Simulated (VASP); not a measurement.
Consider the following.

```
Ta
1.0
   -2.59364     2.59364     1.41512
    2.59364    -2.59364     1.41512
    2.59364     2.59364    -1.41512
Ta
2
Direct
  0.75000   0.25000   0.50000
  0.00000   0.00000   0.00000
```

The numbers are results of PBEsol GGA, VASP's PBE PAW potentials (set 64) (plane waves; VASP), not measurements. Settings: 400 eV cut-off, 13×13×13 Γ-centred mesh, first-order Methfessel-Paxton smearing of 0.10 eV, potentials Ta_pv.

The ions, cell shape and volume are relaxed. What does this cell relax into?

```
Ta
1.0
   -2.61184     2.61184     1.39016
    2.61184    -2.61184     1.39016
    2.61184     2.61184    -1.39016
Ta
2
Direct
  0.75000   0.25000   0.50000
  0.00000   0.00000   0.00000
```
Space group I4_1/amd (141), at a tolerance of 0.03 Å.

How do energy and volume change from the first to the last step?

The energy (σ→0) changes by -4.8 meV/atom and the volume by -0.4 %, in 5 ionic steps.

| step | E(σ→0) (eV) | max force (eV/Å) | pressure (GPa) | volume (Å³) |
|---|---|---|---|---|
| 1 | -23.5209 | 0.000 | -0.81 | 38.08 |
| 2 | -23.5281 | 0.000 | 1.84 | 37.54 |
| 3 | -23.5294 | 0.000 | 1.08 | 37.69 |
| 4 | -23.5288 | 0.000 | -1.25 | 38.23 |
| 5 | -23.5305 | 0.000 | -0.02 | 37.93 |

The structure was generated: Ta was put into the beta-Sn type (I4_1/amd), which need not be its known phase. This run relaxes it. Symmetry was kept, so distortions that lower it aren't found.
